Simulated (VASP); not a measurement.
Input:

```yaml
crystal:
  lattice:
    - [0.00000, 3.20172, 3.20172]
    - [3.20172, 0.00000, 3.20172]
    - [3.20172, 3.20172, 0.00000]
  atoms:
    - { symbol: Ag, position: [0.00000, 0.00000, 0.00000] }
    - { symbol: I, position: [0.25000, 0.25000, 0.25000] }
```

Calculation: rev-vdW-DF2, VASP's PBE PAW potentials (set 64) (plane waves; VASP). Settings: 520 eV cut-off, 7×7×7 Γ-centred mesh, Gaussian smearing of 0.050 eV, potentials Ag I.

Unless said otherwise, spin-orbit coupling is left out, though it shifts the bands of the heavy elements here.

Problem. What does the run give for the energy per atom (σ→0), pressure, band gap (on the k-mesh) with the smallest direct gap where there is one?

Solution. 
* **band gap (on the k-mesh)**: 1.18 eV
* **smallest direct gap (on the k-mesh)**: 1.18 eV
* **energy per atom (σ→0)**: -0.109 eV/atom
* **pressure**: 22.2 kbar

Total energies compare only between runs with the same potentials, cut-off and functional.

The compound is AgI in the zinc blende structure, whereas wurtzite is the usual form. This cell is one point of a volume scan, at 0.94 of the reference volume.
